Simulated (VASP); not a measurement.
The system is KBr.

```
K Br
1.0
     0.02544   -3.29655   -3.29337
    -0.00653    3.28504   -3.28187
     6.58224   -0.03197   -0.01892
K Br
2 2
Direct
  0.50051 0.49629 0.49862
  0.00266 0.00214 0.99736
  0.50238 0.49530 0.00237
  0.99445 0.00627 0.50165
```

The cell isn't the ideal one: all atoms moved at random, sigma 0.02 Å a component, cell strained at random, sigma 0.01.

```yaml
Program: VASP 6.6.1
Task: relaxation of cell and atoms
Functional: LDA
Potentials_or_basis: VASP PAW LDA potentials, release 64 (K_sv, Br)
Cutoff: 600 eV
k_mesh: 6 × 6 × 4
Occupations: gaussian, width 0.05 eV
Spin: no spin polarisation
```

At the start: pressure -1.5 GPa; volume 35.60 Å³/atom.

Problem. Where does the relaxation end?

Solution. Over 8 steps the energy falls by 16.4 meV/atom and the volume is 32.45 Å³/atom (-8.9 %); space group Fm-3m (No. 225, to 0.05 Å).

The path:
```
step  energy change (eV)  largest force (eV/Å)  pressure (GPa)  volume (Å³)
   1              0.0000                0.0662           -1.45       142.42
   2             -0.0472                0.0750           -0.79       135.87
   3             -0.0627                0.0810           -0.05       130.36
   4             -0.0628                0.0814            0.02       129.90
   5             -0.0638                0.0655            0.03       129.88
   6             -0.0654                0.0258            0.03       129.83
   7             -0.0642                0.0597            0.05       129.73
   8             -0.0656                0.0062            0.02       129.80
```

Final structure:
```yaml
crystal:
  lattice:
    - [0.00761, -3.19188, -3.19256]
    - [-0.00203, 3.18776, -3.18843]
    - [6.37714, -0.00966, -0.00560]
  atoms:
    - { symbol: K, position: [0.49785, 0.50119, 0.50023] }
    - { symbol: K, position: [0.00222, 0.99877, 0.99966] }
    - { symbol: Br, position: [0.50213, 0.49898, 0.00035] }
    - { symbol: Br, position: [0.99779, 0.00106, 0.49975] }
```
